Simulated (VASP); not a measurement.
A run of VASP 6.6.1 is set up as follows.

INCAR

```
SYSTEM = Be2B3
PREC = Accurate
ENCUT = 520
EDIFF = 1E-7
ISMEAR = 0
SIGMA = 0.1
LREAL = .FALSE.
LASPH = .TRUE.
NELM = 60
ALGO = Normal
ISIF = 2
LWAVE = .FALSE.
LCHARG = .FALSE.
GGA = PE
NBANDS = 14
```

The input KPOINTS:

```
Automatic mesh
0
G
  6 6 6
  0 0 0
```

POSCAR

```
Be2B3
1.0
    3.4278124712      0.0000000030      0.0000000000
   -1.7139062382      2.9685726779      0.0000000000
    0.0000000000      0.0000000000      4.4791849891
Be B
2 3
Direct
    0.0000000000      0.0000000000      0.2357035487
    0.0000000000      0.0000000000      0.7642964513
    0.5000000000      0.0000000000      0.5000000000
    0.0000000000      0.5000000000      0.5000000000
    0.5000000000      0.5000000000      0.5000000000
```

Potentials or basis: VASP PAW PBE potentials, release 64 (Be, B).

Launch:

```sh
$ cat potpaw_PBE.64/Be/POTCAR potpaw_PBE.64/B/POTCAR > POTCAR
$ mpirun -np 1 vasp_std > vasp.out
```

Question: What does it give for the band gap on the k mesh?

Answer: None (metal or under the smearing width).

Question: Estimate the largest force.

Answer: 0.016 eV/Å.

Question: Predict the pressure.

Answer: 0.0 GPa.

Forces in eV/Å, atoms in the order of the input:
```
Be   0.000  0.000 -0.016
Be   0.000  0.000  0.016
B    0.000  0.000  0.000
B    0.000  0.000  0.000
B    0.000  0.000  0.000
```
